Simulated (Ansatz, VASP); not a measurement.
## Al (Al(100)): VASP beside Ansatz

Wanted: the spread between two codes on one cell, functional and k mesh. The cell is taken from a series of runs on this material, whose earlier steps may have relaxed, scaled, displaced or heated it; both programs get it as it stands.

Main program and level: Ansatz 0.2.0; plane waves, with VASP 6.6.1 beside it; single point at PBE.

### Step 1. The starting structure

The cell holds 7 atoms: 7 Al. Cell: a = 2.864 Å, b = 2.864 Å, c = 30.150 Å, α = 90.0°, β = 90.0°, γ = 90.0°. Vacuum lies along c.

### Step 2. Ansatz: single point, PBE

Ansatz runs on its default PAW (the set named soft_2) files.

A single point gives forces, pressure and levels at one fixed geometry, so differences don't come from the geometry; what else differs is listed under the comparison.

input.yaml reads:

```yaml
crystal:
  lattice:
    - [2.8637824638, 0.0, 0.0]
    - [0.0, 2.8637824638, 0.0]
    - [0.0, 0.0, 30.15]
  atoms:
    - { symbol: Al, position: [0.0, 0.0, 0.2985074627] }
    - { symbol: Al, position: [0.5, 0.5, 0.3656716418] }
    - { symbol: Al, position: [0.0, 0.0, 0.4328358209] }
    - { symbol: Al, position: [0.5, 0.5, 0.5] }
    - { symbol: Al, position: [0.0, 0.0, 0.5671641791] }
    - { symbol: Al, position: [0.5, 0.5, 0.6343283582] }
    - { symbol: Al, position: [0.0, 0.0, 0.7014925373] }
kpoints:
  mp_grid: { grid: [21, 21, 1] }
hamiltonian:
  xc: pbe
scf:
  occupations: { method: fermi_dirac, width: 0.1 }
  convergence: { dr2_threshold: 1.0e-09 }
efield:
  axis: 3
  dipole_correction: true
  ramp_position: 0.97
  ramp_width: 0.06
output:
  write_potential: true
  write_density: true
  volumetric_format: npy
```

On the command line:

```bash
$ ansatz run input.yaml --threads 2 --pin off --max-ram 3072MiB --backend cpu --events-out ev --progress --plain --runs-dir out
```

Numbers of over 12 decimals in the logs are rounded to 6 here.

Log:

```text
Engine: ansatz 0.2.0, aarch64-unknown-linux-gnu
Pseudopotentials: kind: paw
Pseudopotential: Al, paw, valence charge 3, recommended cutoff 420 eV (normal), Al.paw.azcp
Functional definition: PBE
  parameter kappa = 0.804
  parameter beta = 0.066725
  exchange = pbe_x(kappa = kappa, mu = beta*pi^2/3)
  correlation = pbe_c(beta = beta)
Crystal: 7 atoms, lattice volume = 247.268 Å³
Basis set: ecut = 420 eV, 4833 PW (Γ)
Bands: 18, of which v1, the nominal top of the filled ones, is band 11 counted from 1 (10 counted from 0)
Symmetry: 8 space group operations
k-points: 66 of 441
Non-local potential: Al, projectors of the file, l = 0: 2, l = 1: 2, l = 2: 1
PAW form: soft (Blöchl's): semilocal exchange-correlation on the pseudo side does not see the compensation charge
PAW one-centre angular grid: Al, 110 points (default); XC on 64 Gauss nodes
Initial density: superposition of atomic densities (neutral atoms: chi_scale 0, normalization atom), corrected by the library's trained network
Initial wavefunctions: pseudopotential atomic-orbital guess
Functional: x = pbe(κ = 0.804, μ = 0.219515), c = pbe(β = 0.066725)
SCF iter   1: F=—  HF=-3761.613774 eV  |F-HF|=—  |Δ(HF+E_count)|=         —  Δρ=1.56e-3  dr2=1.67e-1  ethr=1.77e-3  p=0.000 e·Å  D=1.80e-14 V/Å  ΔV_dip=-0.00 eV  dr2_dipole=2.72e-7  V_vac-E_F(+/−)=4.10/4.10 eV  ⟨swp⟩=8.6  Hψ=8653  notcnv=0
efield: sawtooth ramp at fractional position 0.9700 (set: `efield.ramp_position`, or a place that a band, a saddle search or an elastic batch's reference lends), width 0.0600; the density the first Hamiltonian is built on has a dipole p = 0.000 e·Å; the dipole correction subtracts the counter field D = 1.80e-14 V/Å, which shifts the + side's vacuum level by -0.00 eV against the − side's; the planar-averaged density in the ramp window peaks in size at 9.8e-6 e/Å³
preconditioner: auto → LDOS  [metal: Δε(μ)=0.019 eV  Ē_g=6.668 eV  σ=0.100 eV  W_gap=0.05  n_scr=16 (ndim 8)  ℏωp=10.8 eV  f_vac=0.440  D(μ)=2.57/eV (n_scr^D=12)  β→1.0]
SCF iter   2: F=—  HF=-3761.606933 eV  |F-HF|=—  |Δ(HF+E_count)|=   6.84e-3  Δρ=6.46e-4  dr2=1.60e-2  ethr=7.97e-4  p=0.000 e·Å  D=1.07e-5 V/Å  ΔV_dip=-0.00 eV  dr2_dipole=4.14e-7  V_vac-E_F(+/−)=4.25/4.25 eV  ⟨swp⟩=1.7  Hψ=1831  notcnv=0  defer=12
SCF iter   3: F=—  HF=-3761.606368 eV  |F-HF|=—  |Δ(HF+E_count)|=   5.65e-4  Δρ=8.87e-5  dr2=6.48e-5  ethr=7.64e-5  p=0.000 e·Å  D=2.32e-6 V/Å  ΔV_dip=-0.00 eV  dr2_dipole=1.21e-8  V_vac-E_F(+/−)=4.24/4.24 eV  ⟨swp⟩=1.4  Hψ=1275  notcnv=0  defer=12
SCF iter   4: F=—  HF=-3761.606390 eV  |F-HF|=—  |Δ(HF+E_count)|=   2.13e-5  Δρ=2.78e-5  dr2=2.78e-6  ethr=3.08e-7  p=-0.000 e·Å  D=-5.46e-7 V/Å  ΔV_dip=0.00 eV  dr2_dipole=3.41e-10  V_vac-E_F(+/−)=4.23/4.23 eV  ⟨swp⟩=2.7  Hψ=2207  notcnv=0  defer=12
SCF iter   5: F=—  HF=-3761.606395 eV  |F-HF|=—  |Δ(HF+E_count)|=   5.54e-6  Δρ=4.27e-6  dr2=2.81e-7  ethr=1.33e-8  p=0.000 e·Å  D=2.57e-8 V/Å  ΔV_dip=-0.00 eV  dr2_dipole=2.06e-11  V_vac-E_F(+/−)=4.23/4.23 eV  ⟨swp⟩=2.5  Hψ=2005  notcnv=0  defer=12
SCF iter   6: F=—  HF=-3761.606403 eV  |F-HF|=—  |Δ(HF+E_count)|=   7.48e-6  Δρ=1.25e-6  dr2=1.69e-8  ethr=1.34e-9  p=0.000 e·Å  D=1.29e-8 V/Å  ΔV_dip=-0.00 eV  dr2_dipole=1.45e-12  V_vac-E_F(+/−)=4.23/4.23 eV  ⟨swp⟩=2.5  Hψ=1853  notcnv=0  defer=11
SCF iter   7: F=-3761.606403 eV  HF=-3761.606403 eV  |F-HF|=1.43e-10  |Δ(HF+E_count)|=   1.79e-9  Δρ=2.48e-7  dr2=3.89e-10  ethr=4.76e-12  p=-0.000 e·Å  D=-1.05e-8 V/Å  ΔV_dip=0.00 eV  dr2_dipole=6.47e-15  V_vac-E_F(+/−)=4.23/4.23 eV  ⟨swp⟩=7.0  Hψ=5457  notcnv=0
SCF 1 converged in 7 iterations: F = -3761.606403 eV  dr2 = 3.89e-10
  greatest PAW one-centre occupation: 0.477 electrons in one spin orbital (limit 2), on the Al atom at site 6 (counted from 0), in its partial waves of l = 0
WARN: The output density's exchange-correlation potential varies sharply where the density is thin. Do not read a vacuum level from v_tot or v_xc, or from such a field of the output density. On a cell that repeats whose density bears no net charge and no dipole along the vacuum's axis use v_es (v_loc + v_h of the components); under efield.dipole_correction with no amplitude use v_es + v_field, which holds any externa [...]
SCF converged after 7 iterations
Free energy (F): -3761.606403 eV
Harris-Foulkes:  -3761.606403 eV  (|F-HF|=1.43e-10)
Internal energy: -3761.518420 eV  (E = F + TS)
E sigma→0 (E₀):  -3761.562411 eV
Entropy (-TS):   -0.087983 eV (-12.569 meV/atom)
Fermi energy:    1.503722 eV
Dipole field:    D = 0.000000 V/Å  (p = 0.000000 e·Å, saw-weighted, corrected)
Work function:   Φ+ = 4.2281 eV   Φ− = 4.2281 eV
Levels:          The Fermi level and band energies are counted from a zero that moves with the ramp; work functions are not
--- Per-component energies (eV) ---
  E_band       = -56.796005
  E_kinetic    = 153.860921
  E_local      = -6788.919965  (includes V_loc(G=0)·N_el)
  E_nonlocal   = 72.873444
  E_hartree    = 3364.672988
  E_xc         = -275.017452
  E_vxc        = -198.505192  (∫ρ·V_xc dr)
  E_paw        = -3271.127206  (= ΣΔE_a)
  E_vpaw       = -25.451077  (= ΣTr[D̂ρ^β])
  E_aug_tail   = -0.000015  (compensation charges beyond the density's cutoff)
  E_efield     = 0.000000  (sawtooth field / dipole correction)
  E_vefield    = 0.000000  (∫n·V_field dr)
  E_ewald      = 2982.138865
  E_smearing   = -0.087983  (= −TS)
  E_closure    = -0.000000  (closes the sum)
  Σ components = -3761.606403   (vs F -3761.606403, Δ=0.00e0)
--- Band table (eV; the first three rows and the last of 66) ---
  k-point 0: bands = [... 7 lower, -0.7475, 1.8151, 3.7212, 5.0317, 5.7636, 5.9496, 6.8829, 7.1797, ... 3 higher]
  k-point 1: bands = [... 7 lower, -0.7097, 1.8529, 3.7581, 5.0711, 5.8001, 5.8346, 5.9895, 6.2983, ... 3 higher]
  k-point 2: bands = [... 7 lower, -0.5963, 1.9646, 3.8612, 4.5373, 5.0022, 5.1867, 5.7267, 5.9314, ... 3 higher]
  k-point 65: bands = [... 7 lower, 0.4695, 0.5165, 0.6961, 0.9585, 1.0157, 1.2885, 1.8420, 1.9870, ... 3 higher]
```

Reading the cycles: dr2 is the Hartree energy of the density residual (eV), the measure of convergence; HF is the Harris–Foulkes estimate of the energy, which meets the free energy F at convergence.

### Step 3. VASP: single point, PBE

The same cell, functional, mesh and smearing now go to VASP, with its own data sets.

Lines of VASP's logs that name or quote its potential files are left out, and so is its time.

INCAR reads:

```
SYSTEM = Al
PREC = Accurate
ENCUT = 400
EDIFF = 1E-06
NELM = 120
ISMEAR = -1
SIGMA = 0.1
LREAL = .FALSE.
ALGO = Normal
GGA = PE
NBANDS = 17
LORBIT = 11
LWAVE = .FALSE.
LCHARG = .FALSE.
ISIF = 2
LDIPOL = .TRUE.
IDIPOL = 3
DIPOL = 0.5 0.5 0.5
LVHAR = .TRUE.
LASPH = .TRUE.
GGA_COMPAT = .FALSE.
NELMDL = -8
KPAR = 2
```

POSCAR reads:

```
Al
1.0
    2.8637824638      0.0000000000      0.0000000000
    0.0000000000      2.8637824638      0.0000000000
    0.0000000000      0.0000000000     30.1500000000
Al
7
Direct
    0.0000000000      0.0000000000      0.2985074627
    0.5000000000      0.5000000000      0.3656716418
    0.0000000000      0.0000000000      0.4328358209
    0.5000000000      0.5000000000      0.5000000000
    0.0000000000      0.0000000000      0.5671641791
    0.5000000000      0.5000000000      0.6343283582
    0.0000000000      0.0000000000      0.7014925373
```

KPOINTS reads:

```
Automatic mesh
0
Gamma
21 21 1
0 0 0
```

The projector-augmented-wave data sets are Al (PBE family, release 64).

On the command line:

```bash
$ mpirun -np 2 vasp_std
```

Log:

```text
[banner, memory and clock lines left out]
running    2 mpi-ranks, on    1 nodes
 distrk:  each k-point on    1 cores,    2 groups
 distr:  one band on    1 cores,    1 groups

 POSCAR found type information on POSCAR Al
 POSCAR found :  1 types and       7 ions
 LDA part: xc-table for (Slater+PW92), standard interpolation
 POSCAR, INCAR and KPOINTS ok, starting setup
 FFT: planning ... GRIDC
 FFT: planning ... GRID_SOFT
 FFT: planning ... GRID
 WAVECAR not read
 entering main loop
       N       E                     dE             d eps       ncg     rms          rms(c)
DAV:   1     0.480859724530E+02    0.48086E+02   -0.58585E+03  2244   0.715E+02
DAV:   2    -0.231251559289E+02   -0.71211E+02   -0.68383E+02  3135   0.129E+02
DAV:   3    -0.260040126055E+02   -0.28789E+01   -0.27834E+01  3109   0.266E+01
DAV:   4    -0.261245393893E+02   -0.12053E+00   -0.11987E+00  3884   0.609E+00
DAV:   5    -0.261274464134E+02   -0.29070E-02   -0.28933E-02  3590   0.794E-01
DAV:   6    -0.261275568296E+02   -0.11042E-03   -0.11023E-03  3986   0.145E-01
DAV:   7    -0.261275605718E+02   -0.37422E-05   -0.37249E-05  3478   0.220E-02
DAV:   8    -0.261275607686E+02   -0.19677E-06   -0.19451E-06  3016   0.458E-03    0.366E+00
DAV:   9    -0.261784629188E+02   -0.50902E-01   -0.12510E+01  2841   0.116E+01    0.290E+00
DAV:  10    -0.254172087184E+02    0.76125E+00   -0.71687E+00  2769   0.103E+01    0.168E+00
DAV:  11    -0.253202126738E+02    0.96996E-01   -0.53363E-01  2776   0.288E+00    0.478E-01
DAV:  12    -0.253129765867E+02    0.72361E-02   -0.37989E-02  2959   0.108E+00    0.276E-01
DAV:  13    -0.253115131431E+02    0.14634E-02   -0.31558E-03  2906   0.297E-01    0.191E-01
DAV:  14    -0.253092484069E+02    0.22647E-02   -0.14389E-03  2773   0.166E-01    0.601E-02
[...]
DAV:  19    -0.253098783604E+02   -0.11476E-03   -0.73745E-06  2445   0.114E-02    0.336E-03
DAV:  20    -0.253099073998E+02   -0.29039E-04   -0.30469E-06  2179   0.629E-03    0.180E-03
DAV:  21    -0.253099276825E+02   -0.20283E-04   -0.74703E-07  2111   0.334E-03    0.763E-04
DAV:  22    -0.253099333010E+02   -0.56186E-05   -0.14237E-06  2153   0.313E-03    0.648E-04
DAV:  23    -0.253099465147E+02   -0.13214E-04   -0.79779E-07  1980   0.207E-03    0.661E-04
DAV:  24    -0.253099515658E+02   -0.50511E-05   -0.27095E-07  1931   0.120E-03    0.233E-04
DAV:  25    -0.253099539965E+02   -0.24306E-05   -0.89482E-08  1677   0.834E-04    0.160E-04
DAV:  26    -0.253099542550E+02   -0.25851E-06   -0.95561E-09  1565   0.403E-04
   1 F= -.25309954E+02 E0= -.25266009E+02  d E =-.878914E-01
```

OUTCAR, selected parts (step 3):

```text
ion  position               nearest neighbor table
   1  0.000  0.000  0.299-   2 2.86   2 2.86   2 2.86   2 2.86
   2  0.500  0.500  0.366-   1 2.86   1 2.86   1 2.86   1 2.86   3 2.86   3 2.86   3 2.86   3 2.86

  LATTYP: Found a simple tetragonal cell.
 ALAT       =     2.8637824638
 C/A-ratio  =    10.5280342977

 Subroutine GETGRP returns: Found 16 space group operations
 (whereof 16 operations were pure point group operations)

The static configuration has the point symmetry D_4h.

 Found     66 irreducible k-points:

   k-points           NKPTS =     66   k-points in BZ     NKDIM =     66   number of bands    NBANDS=     17

   dimension x,y,z NGX =    20 NGY =   20 NGZ =  200
   dimension x,y,z NGXF=    40 NGYF=   40 NGZF=  400

   ENCUT  =  400.0 eV  29.40 Ry    5.42 a.u.   4.67  4.67 49.17*2*pi/ulx,y,z

   NELECT =      21.0000    total number of electrons

 k-points in reciprocal lattice and weights: Automatic mesh
   0.00000000  0.00000000  0.00000000       0.002
   0.04761905  0.00000000  0.00000000       0.009
   0.09523810  0.00000000  0.00000000       0.009
   0.14285714  0.00000000  0.00000000       0.009
   0.19047619  0.00000000  0.00000000       0.009
   0.23809524  0.00000000  0.00000000       0.009
   0.28571429  0.00000000  0.00000000       0.009
   0.33333333  0.00000000  0.00000000       0.009
   0.38095238  0.00000000  0.00000000       0.009
[...]
0.47619048  0.42857143  0.00000000       0.018
   0.47619048  0.47619048  0.00000000       0.009

 dipolmoment           0.000000      0.000000      0.000000 electrons x Angstroem

 average (electrostatic) potential at core
       1 -79.1190       2 -79.1158       3 -79.0990       4 -79.1244       5 -79.0990
       6 -79.1158       7 -79.1190

 E-fermi :   1.5302

 k-point     1 :       0.0000    0.0000    0.0000
  band No.  band energies     occupation
    ...
      4      -6.9661      2.00000
      5      -5.5799      2.00000
      6      -3.9405      2.00000
      7      -2.0081      2.00000
      8      -0.7258      2.00000
      9       1.8431      0.08386
     10       3.7517      0.00000
     11       5.0654      0.00000
     12       5.8022      0.00000
     13       5.9967      0.00000
    ...

 k-point     2 :       0.0476    0.0000    0.0000
  band No.  band energies     occupation
    ...
      4      -6.9258      2.00000
      5      -5.5400      2.00000
      6      -3.9009      2.00000
      7      -1.9686      2.00000
      8      -0.6879      2.00000
      9       1.8809      0.05822
     10       3.7887      0.00000
     11       5.1049      0.00000
     12       5.8387      0.00000
     13       5.8721      0.00000
    ...

 k-point     3 :       0.0952    0.0000    0.0000
  band No.  band energies     occupation
    ...
      4      -6.8051      2.00000
      5      -5.4202      2.00000
      6      -3.7821      2.00000
      7      -1.8504      2.00000
      8      -0.5743      2.00000
      9       1.9926      0.01942
     10       3.8921      0.00000
     11       4.5694      0.00000
     12       5.0358      0.00000
     13       5.2206      0.00000
    ...

  Total       -1.7593419     -1.7593419     -0.2021653      0.0000000      0.0000000      0.0000000
  in kB      -11.3997012    -11.3997012     -1.3099352      0.0000000      0.0000000      0.0000000
  external PRESSURE =      -8.0364459 kB  Pullay stress =       0.0000000 kB

  energy-cutoff  :      400.00
  volume of cell :      247.27
      direct lattice vectors                 reciprocal lattice vectors
     2.863782464  0.000000000  0.000000000     0.349188534  0.000000000  0.000000000
     0.000000000  2.863782464  0.000000000     0.000000000  0.349188534  0.000000000
     0.000000000  0.000000000 30.150000000     0.000000000  0.000000000  0.033167496

 POSITION                                       TOTAL-FORCE (eV/Angst)
 -----------------------------------------------------------------------------------
      0.00000      0.00000      9.00000        -0.000000      0.000000     -0.033376
      1.43189      1.43189     11.02500        -0.000000     -0.000000      0.066973
      0.00000      0.00000     13.05000         0.000000      0.000000      0.011066
      1.43189      1.43189     15.07500         0.000000      0.000000     -0.000000
      0.00000      0.00000     17.10000         0.000000      0.000000     -0.011066
      1.43189      1.43189     19.12500         0.000000     -0.000000     -0.066973
      0.00000      0.00000     21.15000         0.000000      0.000000      0.033376
 -----------------------------------------------------------------------------------
    total drift:                               -0.000000      0.000000      0.000000

  FREE ENERGIE OF THE ION-ELECTRON SYSTEM (eV)
  ---------------------------------------------------
  free  energy   TOTEN  =       -25.3099542550 eV

  energy  without entropy=      -25.2220628987  energy(sigma->0) =      -25.26600858

 vacuum level on the upper side and lower side of the slab         5.761         5.761

 total charge
# of ion       s       p       d       tot
------------------------------------------
    1        0.468   0.293   0.000   0.761
    2        0.428   0.338   0.000   0.766
    3        0.429   0.338   0.000   0.767
    4        0.430   0.337   0.000   0.766
    5        0.429   0.338   0.000   0.767
    6        0.428   0.338   0.000   0.766
    7        0.468   0.293   0.000   0.761
--------------------------------------------------
tot          3.081   2.273   0.000   5.354

[... 3 further parts left out ...]
```

This run has no spin polarisation. Its electron count is odd, so without a moment it is a metal by construction.

### Step 4. Comparison

Known differences besides the potentials themselves: the cutoff is 420 eV in Ansatz and 400 eV in VASP. Total energies have different zeros and are not compared.

The two programs side by side:

| quantity | Ansatz | VASP | difference |
| --- | --- | --- | --- |
| work function, lower of the two faces (eV) | 4.23 | 4.23 | 0.00 |
| work function, higher of the two faces (eV) | 4.23 | 4.23 | 0.00 |

With vacuum in the cell, a pressure given here is an average over mostly empty space and none of the material.

### Step 5. Summary of results

| Item | Value |
| --- | --- |
| difference in work function, lower of the two faces (single point, PBE) | -0.0027 eV |

The difference in work function, lower of the two faces is -0.0027 eV (single point, PBE). How closely two codes agree says nothing of how well the functional describes the real material.

[Lines on the potential files, build, host, timing and source positions are cut from VASP's logs without a mark.]

[Logs are printed without paths, hosts, clocks, repeated set-up lines and the standing remarks that a program may print on its own settings, such as how far it seeks lower states.]

[Hosts, paths, dates, database ids (printed as entryN), source tags and the programs' standing remarks are cut or masked in the printed files.]
